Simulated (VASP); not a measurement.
Write the native input for VASP 6.6.1 that does the following.

- Task: electrostatic potential
- Functional: PBE
- Potentials or basis: VASP PAW PBE potentials, release 64 (Ge_d)
- Cutoff: 520 eV
- k mesh: 10 × 10 × 10
- Occupations: gaussian, width 0.02 eV
- Spin: non-collinear spin, zero start, spin-orbit coupling
- Starting moments: [[0.0, 0.0, 0.0], [0.0, 0.0, 0.0]] μB
- Further INCAR settings: ALGO = Fast; EDIFF = 1e-06

The structure of Ge lies in POSCAR:

```
Ge                                      
1.0
   -0.0000000000      2.8281279486      2.8281279486
    2.8281279486      0.0000000000      2.8281279486
    2.8281279486      2.8281279486     -0.0000000000
  Ge            
     2
Direct
     0.0000000000000000    0.0000000000000000    0.0000000000000000
     0.2500000000000000    0.2500000000000000    0.2500000000000000
```

The cell was built by a generator and needn't be a form met in nature.

One way to write it, as run:

INCAR

```
SYSTEM = Ge
ALGO = Fast ; EDIFF = 1E-6
ENCUT = 520 ; GGA = PE
GGA_COMPAT = .FALSE. ; ISIF = 2
ISMEAR = 0 ; LASPH = .TRUE.
LCHARG = .TRUE. ; LORBIT = 11
LREAL = .FALSE. ; LSORBIT = .TRUE.
LVHAR = .TRUE. ; LWAVE = .FALSE.
MAGMOM = 0 0 0 0 0 0 ; NELM = 80
PREC = Accurate ; SIGMA = 0.02
```

KPOINTS

```
k-points
0
G
  10 10 10
  0 0 0
```

Potentials or basis: VASP PAW PBE potentials, release 64 (Ge_d).

Launch:

```console
$ cat potpaw_PBE.64/Ge_d/POTCAR > POTCAR
$ mpirun -np 1 vasp_ncl > vasp.out
```

Results of the run:

The pressure is 3.7 GPa, the net moment is 0.00 μB per cell and the valence electrons inside the program's atomic spheres are Ge 12.42.

It took 2.2 min on 1 thread of Intel(R) Xeon(R) Platinum 8488C (Sapphire Rapids) (shared host), peak memory 0.32 GiB.
